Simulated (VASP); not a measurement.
A run of VASP 6.6.1:

File INCAR:

```
  PREC = Accurate
  ENCUT = 400
  EDIFF = 1E-6
  ISMEAR = 0
  SIGMA = 0.01
  LREAL = F
  LASPH = T
  NELM = 60
  ALGO = Normal
  ISIF = 2
  LWAVE = F
  LCHARG = F
  GGA = PE
  IVDW = 12
  IBRION = 2
  NSW = 120
  EDIFFG = -0.03
  ISYM = 0
```

The input KPOINTS:

```
regular mesh
0
Gamma
  1 1 1
```

Contents of POSCAR:

```
WF6
1.0
   14.0953369171      0.0000000000      0.0000000000
    0.0000000000     14.5953369171      0.0000000000
    0.0000000000      0.0000000000     15.0953369171
W F
1 6
Selective dynamics
Direct
    0.5000000442      0.5034256827      0.4999998632  F F F
    0.5148331345      0.4028985589      0.4280466135  T T T
    0.4774642412      0.4276604266      0.5949066983  T T T
    0.5225349443      0.5791911418      0.4050932585  T T T
    0.4851677508      0.6039533874      0.5719531442  T T T
    0.3724635474      0.5051215971      0.4748621644  T T T
    0.6275363377      0.5017294672      0.5251382580  T T T
```

Potentials or basis: VASP PAW PBE potentials, release 64 (W_sv, F).

Run with:

```console
$ cat potpaw_PBE.64/W_sv/POTCAR potpaw_PBE.64/F/POTCAR > POTCAR
$ mpirun -np 4 vasp_gam > vasp.out
```

Hardware: 4 MPI ranks on AMD EPYC 7R13 Processor (Zen 3), on a shared host.

Q: Estimate the wall time of this run.

A: It took 5.3 min on 4 MPI ranks on AMD EPYC 7R13 Processor (Zen 3), on a shared host, peak memory 0.54 GiB a rank. Counts: scf iterations 58, k points 1, ion steps 3.
